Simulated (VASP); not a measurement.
Given:

```xyz
8
Lattice="-2.6563 2.6563 5.1809 2.6563 -2.6563 5.1809 2.6563 2.6563 -5.1809" Properties=species:S:1:pos:R:3 pbc="T T T"
Zn     2.6563     2.6563     5.1809
Zn     0.0000     2.6563     2.5905
Si     2.6563     2.6563     0.0000
Si     2.6563     0.0000     2.5905
P      1.2571     1.3282     6.4761
P      1.3282    -1.2571     3.8857
P      1.3993     1.3282     1.2952
P      1.3282     3.9134    -1.2952
```

Computed with LDA (Ceperley-Alder, Perdew-Zunger), VASP's LDA PAW potentials (set 64) (plane waves; VASP 6.6.1). Numerical set-up: 400 eV cut-off, Gaussian smearing of 0.050 eV, potentials Zn Si P.

**Question.** Give the energies of bands 17 to 30 at the high-symmetry points, in eV from the valence-band maximum.

**Answer.** 
```csv
band,Γ,X,P,N,M,S,R
17,-5.06,-5.19,-5.84,-4.66,-3.95,-4.64,-5.18
18,-4.49,-5.19,-5.84,-4.59,-3.95,-4.45,-5.18
19,-4.49,-3.89,-3.00,-4.28,-3.72,-4.09,-3.83
20,-4.19,-3.89,-3.00,-4.04,-3.72,-3.52,-3.83
21,-3.73,-1.90,-2.28,-3.11,-2.28,-3.44,-2.33
22,-2.53,-1.90,-2.28,-2.82,-2.28,-3.08,-2.33
23,-2.53,-1.11,-1.14,-2.31,-1.97,-2.35,-1.23
24,-0.13,-1.11,-1.14,-1.88,-1.97,-2.15,-1.23
25,-0.13,-0.61,-0.97,-1.58,-1.25,-1.08,-0.99
26,0.00,-0.61,-0.97,-0.88,-1.25,-0.68,-0.99
27,1.10,1.95,2.67,2.69,1.31,1.48,2.29
28,1.72,1.95,2.67,2.79,1.31,2.78,2.29
29,2.73,3.07,2.94,2.98,1.53,2.86,3.43
30,3.25,3.07,2.94,4.11,1.53,3.10,3.44
```

The gap is direct, 1.10 eV, from the valence maximum at Γ to the conduction minimum at Γ.

The compound is ZnSiP2 in the chalcopyrite structure. It was relaxed first.
